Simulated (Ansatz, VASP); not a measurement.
# Cross-check of Ta between VASP and Ansatz, part 2 of 2

Aim: how closely do two programs agree when they are given the same cell, functional and k mesh? The structure shown is the end of the Ansatz relaxation below.

VASP 6.6.1 and Ansatz 0.2.0.

So far. Step 3 (VASP: single point, PBEsol, pair 1): The run ends at a pressure of 0.76 GPa.

## Step 6: VASP: single point, PBEsol, pair 2 (continued)

Level of this step: PBEsol; plane waves and PAW (Ta_pv) (VASP).

Numbers of over 12 decimals in the logs are rounded to 6 here.

OUTCAR, selected parts (step 6):

```text
  Total        0.0370667      0.0370667     -0.6353034      0.0000000      0.0000000     -0.0000000
  in kB        1.6707388      1.6707388    -28.6355932      0.0000000      0.0000000     -0.0000000
  external PRESSURE =      -8.4313718 kB  Pullay stress =       0.0000000 kB

 POSITION                                       TOTAL-FORCE (eV/Angst)
 -----------------------------------------------------------------------------------
      0.00000      0.00000      0.00000        -0.000000     -0.000000     -0.000000
      1.62962      1.62962      1.67310         0.000000      0.000000      0.000000
 -----------------------------------------------------------------------------------
    total drift:                                0.000000      0.000000     -0.000000

  FREE ENERGIE OF THE ION-ELECTRON SYSTEM (eV)
  ---------------------------------------------------
  free  energy   TOTEN  =       -25.1039356541 eV

  energy  without entropy=      -25.0802310888  energy(sigma->0) =      -25.09208337

[... 1 part as in an earlier step ...]

[... 2 further parts left out ...]
[key lines of the parts left out:]
E-fermi :   5.4202
```

The run ends at a pressure of -0.84 GPa.

## Step 7: Side by side

What differs besides the data sets and the points named for the pairs above, as far as they apply: the data sets hold 26 valence electrons in Ansatz (on its PAW soft_1 files) and 22 in VASP. Total energies have different zeros and are not compared.

Both answers:

```csv
quantity,Ansatz,VASP,difference
pressure (GPa),-1.02,-0.84,-0.17
```

## Step 8: Ansatz: relaxation, PBEsol

This run makes the geometry at which the two programs are then compared. The cell compared in this pair holds 35.45 Å³, against 35.55 Å³ for the pair before.

The structure compared here is the end of the Ansatz relaxation.

Input file input.yaml:

```yaml
crystal:
  lattice:
    - [3.272392515, 0.0, 0.0]
    - [0.0, 3.272392515, 0.0]
    - [0.0, 0.0, 3.31339994]
  atoms:
    - { symbol: Ta, position: [0.0, 0.0, 0.0] }
    - { symbol: Ta, position: [0.5, 0.5, 0.5] }
kpoints:
  mp_grid: { grid: [13, 13, 13] }
scf:
  occupations: { method: fermi_dirac, width: 0.05 }
hamiltonian:
  xc: pbesol
  pseudopotentials: { kind: paw, azcp: { folder: soft_1 }, xc_functional: pbe }
basis:
  ecutwfc: 600
output:
  forces: true
  stress: true
  write_density: true
  write_potential: true
  elf: true
  volumetric_format: npy
relax:
  f_tol: 0.005
  max_steps: 70
  cell: { stress_tol: 0.02, p_target: 0, fix: [c, alpha, beta, gamma] }
```

Run with:

```sh
ansatz run input.yaml --threads 4 --pin off --max-ram 10240MiB --backend cpu --events-out ev --progress --plain --runs-dir out
```

Output:

```text
[...]
Crystal: 2 atoms, lattice volume = 35.482 Å³
Basis set: ecut = 600 eV, 1197 PW (Γ), exchange–correlation on 54×54×54 points (8 copies of the dense FFT grid, shifted against one another)
Bands: 17, of which v1, the nominal top of the filled ones, is band 13 counted from 1 (12 counted from 0)
Symmetry: 32 space group operations
[...]
k-points: 196 of 2197
[...]
k-point 195: bands = [... 9 lower, 17.2586, 17.2975, 17.5584, 17.6115, 17.6259, 23.7405, 23.7446, 23.8723]
--- Relaxed structure (3 steps of the walk, 2 accepted, 1 SCFs on fresh bases) ---
[...]
cell:  # Å, volume = 35.4490 Å³
    - [3.270882, 0, 0]
    - [0, 3.270882, 0]
    - [0, 0, 3.31339994]
  atoms:
    - { symbol: Ta, position: [0.0, 0.0, 0.0] }
    - { symbol: Ta, position: [0.500000, 0.500000, 0.5] }
[key lines of the parts left out:]
SCF converged after 7 iterations
Free energy (F): -19614.822151 eV
Fermi energy:    18.658697 eV
P = ⅓ Tr σ = -0.4936 GPa (-4.936 kbar)
```

## Step 9: VASP: single point, PBEsol, pair 3

The same cell, functional, mesh and smearing now go to VASP, with its own data sets.

Input file INCAR:

```
SYSTEM = Ta
PREC = Accurate
ENCUT = 500
EDIFF = 1E-06
NELM = 120
ISMEAR = -1
SIGMA = 0.05
LREAL = .FALSE.
ALGO = Normal
GGA = PS
NBANDS = 17
LASPH = .TRUE.
LORBIT = 11
LWAVE = .FALSE.
LCHARG = .FALSE.
ISIF = 2
GGA_COMPAT = .FALSE.
KPAR = 2
```

Input file POSCAR:

```
Ta
1.0
    3.2708819485      0.0000000000      0.0000000000
    0.0000000000      3.2708819485      0.0000000000
    0.0000000000      0.0000000000      3.3133999400
Ta
2
Direct
    0.0000000000      0.0000000000      0.0000000000
    0.5000000000      0.5000000000      0.5000000000
```

Input file KPOINTS:

```
Automatic mesh
0
Gamma
13 13 13
0 0 0
```

The projector-augmented-wave data sets are Ta_pv (PBE family, release 64).

Run with:

```sh
mpirun -np 2 vasp_std
```

Output:

```text
[... set-up lines as in an earlier step ...]
 entering main loop
       N       E                     dE             d eps       ncg     rms          rms(c)
DAV:   1     0.164000112648E+03    0.16400E+03   -0.12457E+04  6672   0.130E+03
DAV:   2    -0.223754852786E+02   -0.18638E+03   -0.18356E+03  8544   0.364E+02
DAV:   3    -0.260847944420E+02   -0.37093E+01   -0.36562E+01  7783   0.495E+01
DAV:   4    -0.261129185168E+02   -0.28124E-01   -0.28045E-01  8091   0.440E+00
[...]
DAV:   9    -0.251087020958E+02    0.98288E-04   -0.37852E-04  8018   0.181E-01    0.335E-02
DAV:  10    -0.251086956161E+02    0.64798E-05   -0.25554E-05  8300   0.491E-02    0.141E-02
DAV:  11    -0.251086947219E+02    0.89422E-06   -0.22375E-06  6090   0.140E-02
   1 F= -.25108695E+02 E0= -.25096837E+02  d E =-.237156E-01
```

From OUTCAR (step 9):

```text
  Total        0.0399697      0.0399697     -0.2886910      0.0000000      0.0000000      0.0000000
  in kB        1.8065007      1.8065007    -13.0478878      0.0000000      0.0000000      0.0000000
  external PRESSURE =      -3.1449621 kB  Pullay stress =       0.0000000 kB

 POSITION                                       TOTAL-FORCE (eV/Angst)
 -----------------------------------------------------------------------------------
      0.00000      0.00000      0.00000        -0.000000     -0.000000     -0.000000
      1.63544      1.63544      1.65670         0.000000      0.000000      0.000000
 -----------------------------------------------------------------------------------
    total drift:                                0.000000      0.000000     -0.000000

  FREE ENERGIE OF THE ION-ELECTRON SYSTEM (eV)
  ---------------------------------------------------
  free  energy   TOTEN  =       -25.1086947219 eV

  energy  without entropy=      -25.0849791031  energy(sigma->0) =      -25.09683691

[... 1 part as in an earlier step ...]

[... 2 further parts left out ...]
[key lines of the parts left out:]
E-fermi :   5.4398
```

The run ends at a pressure of -0.31 GPa.

## Step 10: Differences

What differs besides the data sets and the points named for the pairs above, as far as they apply: the data sets hold 26 valence electrons in Ansatz (on its PAW soft_1 files) and 22 in VASP. Total energies have different zeros and are not compared.

Compared:

```csv
quantity,Ansatz,VASP,difference
pressure (GPa),-0.49,-0.31,-0.18
```

## Step 11: Summary of results

| Item | Value |
| --- | --- |
| difference in pressure (single point, PBEsol, pair 1) | -0.19 GPa |
| difference in pressure (single point, PBEsol, pair 2) | -0.17 GPa |
| difference in pressure (single point, PBEsol, pair 3) | -0.18 GPa |

The difference in pressure is -0.19 GPa (single point, PBEsol, pair 1), within the 1 GPa picked in this series as the mark of a large difference. The data sets hold unlike numbers of valence electrons (26 in Ansatz and 22 in VASP), so part of the differences comes from the potentials. 3 further runs of this series are not shown here. How closely two codes agree says nothing of how well the functional describes the real material.

[Lines on the potential files, build, host, timing and source positions are cut from VASP's logs without a mark.]

[Logs are printed without paths, hosts, clocks, repeated set-up lines and the standing remarks that a program may print on its own settings, such as how far it seeks lower states.]

[Hosts, paths, dates, database ids (printed as entryN), source tags and the programs' standing remarks are cut or masked in the printed files.]
